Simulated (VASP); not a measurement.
# Ge: energy against the displacement of an atom

Ge (diamond, Fd-3m, 22.712 Å³/atom and stress up to 0.18 GPa in the relaxed cell, cube axes along x, y and z) under a displacement u of the Ge atom at (1.416, 1.416, 1.416) Å, one of 2 in the cell, and of all its periodic images, along (0, 0, 1). PBEsol in VASP (plane waves, PAW), 480 eV, 10×10×10 Γ-centred mesh, Methfessel-Paxton smearing 0.10 eV; the cell and the other atoms are held.

Here q stands for square of the displacement and y for E less E0.

```csv
square of the displacement (Å²),E less E0 (meV/cell)
0.0000,0.0
0.0004,2.1
0.0016,8.8
0.0049,26.8
0.0324,?
```

Taking a straight line for y over the 4 complete rows: Means: q 0.0017250, y 9.43. About the means, the sum of products is 0.081207 and the sum of squares of q is 1.4827e-5; the slope is their ratio. Least squares gives y = -0.02 + 5477·q. Residuals (row less fit): 0.02, -0.07, 0.06, -0.02; standard error 0.07 (degrees of freedom: 2). The runs give the same energy for u and −u. Twice the slope is the force constant of this zone-centre displacement, 10.95 ± 0.03 eV/Å².

Q: What does the fit predict for y at q = 0.0324, and how far is the calculated value from it?

A: y = -0.02 + 5477 × 0.0324 = 177.43 meV/cell. The calculation gives 172.4 meV/cell, 5.03 meV/cell below the prediction (2.9 % of the range of y in the table). The row lies outside the fitted rows, so this is an extrapolation. From the scatter of the fitted rows alone, a prediction at this place has a standard error of 0.54 meV/cell, so the miss is 9.3 times that.

A polynomial of degree 2 through the 6 other runs of the series gives 170.0 there. This level leaves no gap over 0.05 eV at displacement 0.000, 0.040, 0.070, 0.180 Å. Rows are the converged runs of the series near zero and its far end, less any whose ions stayed unrelaxed beside relaxed ones; series whose fitted rows scatter by over a few per cent of the range, as at a crossing or softening among them, aren't shown in this form. Most that stay on the fit to the last digits aren't either.
